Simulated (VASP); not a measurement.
A convergence study with VASP on Pt (fcc): one setting is varied, all else stays as given below, so the limit is that of these other settings.

```xyz
1
Lattice="0.0000 1.9600 1.9600 1.9600 0.0000 1.9600 1.9600 1.9600 0.0000" Properties=species:S:1:pos:R:3 pbc="T T T"
Pt     0.0000     0.0000     0.0000
```

Calculation: PBE GGA, VASP's PBE PAW potentials (set 64) (plane waves; VASP). The tightest run used: 550 eV cut-off, 22×22×22 Monkhorst-Pack mesh, first-order Methfessel-Paxton smearing of 0.10 eV, potentials Pt.

The reference is 22×22×22 mesh, which took about 4 core-minutes. The timings are rough (shared machines, no repeats); factors under 2 mean little.

Task: Of the settings 1×1×1 mesh; 2×2×2 mesh; 3×3×3 mesh; 4×4×4 mesh; 5×5×5 mesh; 6×6×6 mesh; 7×7×7 mesh; 8×8×8 mesh; 9×9×9 mesh; 10×10×10 mesh; 11×11×11 mesh; 12×12×12 mesh; 13×13×13 mesh; 14×14×14 mesh; 15×15×15 mesh; 16×16×16 mesh; 17×17×17 mesh; 18×18×18 mesh; 19×19×19 mesh; 20×20×20 mesh; 21×21×21 mesh; 22×22×22 mesh, which is the lowest that keeps the difference from the reference in the stress, largest component (GPa) within 0.5 from there on, and what does it cost?

Result: 8×8×8 mesh; its cost over the reference is about 1/10.
| setting | difference in the stress, largest component (GPa) | cost over the reference |
|---|---|---|
| 1×1×1 mesh | 78.44 | about 1/40 |
| 2×2×2 mesh | 1.81 | about 1/50 |
| 3×3×3 mesh | 9.03 | about 1/50 |
| 4×4×4 mesh | 0.18 | about 1/30 |
| 5×5×5 mesh | 4.99 | about 1/30 |
| 6×6×6 mesh | 0.16 | about 1/20 |
| 7×7×7 mesh | 1.68 | about 1/20 |
| 8×8×8 mesh | 0.01 | about 1/10 |
| 9×9×9 mesh | 0.42 | about 1/20 |
| 10×10×10 mesh | 0.08 | about 1/9 |
| 11×11×11 mesh | 0.32 | about 1/20 |
| 12×12×12 mesh | 0.02 | about 1/6 |
| 13×13×13 mesh | 0.08 | about 1/10 |
| 14×14×14 mesh | 0.04 | about 1/4 |
| 15×15×15 mesh | 0.09 | about 1/8 |
| 16×16×16 mesh | 0.02 | about 1/3 |
| 17×17×17 mesh | 0.02 | about 1/7 |
| 18×18×18 mesh | 0.01 | within a factor of 2 |
| 19×19×19 mesh | 0.03 | about 1/5 |
| 20×20×20 mesh | 0.02 | within a factor of 2 |
| 21×21×21 mesh | 0.03 | about 1/4 |
| 22×22×22 mesh | 0.00 | reference |

Left out are rungs that failed or repeat a setting and relaxations that didn't move; long series are thinned to 24 rows.

The compound is Pt in the fcc structure. The cell was not relaxed at this level.
